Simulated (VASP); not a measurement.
Input for VASP

File POSCAR:
```
Ni3Al
1.0
  3.5203344756   0.0000000000   0.0000000000
  0.0000000000   3.5203344756   0.0000000000
  0.0000000000   0.0000000000   3.5203344756
Al Ni
1 3
direct
  0.0000000000   0.0000000000   0.0000000000
  0.0000000000   0.5000000000   0.5000000000
  0.5000000000   0.0000000000   0.5000000000
  0.5000000000   0.5000000000   0.0000000000
```

### KPOINTS
```
Automatic mesh
0
Gamma
8 8 8
0 0 0
```

**INCAR**
```
SYSTEM = Ni3Al
PREC = Accurate; ENCUT = 480; LREAL = .False.
LASPH = .True.
EDIFF = 1E-6; NELM = 100; ALGO = Normal
LMAXMIX = 4
ISMEAR = 1; SIGMA = 0.1
GGA = PS
MAGMOM = 0.0 0.5 0.5 0.5
ISPIN = 2
IBRION = 2; NSW = 60; ISIF = 3
EDIFFG = -0.02
LWAVE = .False.; LCHARG = .False.; LORBIT = 10
```

POTCAR, in this order: Al Ni (PBE.64 set). Program: vasp_std.

**Question.** Write an equivalent input for Ansatz.

**Answer.** One equivalent input (not run):
Ansatz 0.2 input:
```yaml
crystal:
  lattice:
    - [3.5203345, 0.0000000, 0.0000000]
    - [0.0000000, 3.5203345, 0.0000000]
    - [0.0000000, 0.0000000, 3.5203345]
  atoms:
    - { symbol: Al, position: [0.0000000, 0.0000000, 0.0000000] }
    - { symbol: Ni, position: [0.0000000, 0.5000000, 0.5000000], spin: 0.5 }
    - { symbol: Ni, position: [0.5000000, 0.0000000, 0.5000000], spin: 0.5 }
    - { symbol: Ni, position: [0.5000000, 0.5000000, 0.0000000], spin: 0.5 }
kpoints:
  mp_grid: { grid: [8, 8, 8] }
hamiltonian:
  xc: pbesol
  pseudopotentials: { kind: paw }
magnetization: { spin_polarized: true }
scf:
  occupations: { method: methfessel_paxton, width: 0.1 }
  max_iter: 100
relax:
  max_steps: 60
  f_tol: 0.02
  cell: {}
output: { forces: true, stress: true, eigenvalues: true }
```
What does not carry over: each code has its own PAW files, so the cut-off isn't converted (ENCUT is set for VASP's; basis.ecutwfc is left out, and Ansatz then takes the one that its files recommend); Ansatz stops its SCF on the density residual and VASP on the energy change (EDIFF).

The compound is Ni3Al in the L1_2 structure. It was relaxed first. The start is the result of an earlier pass.
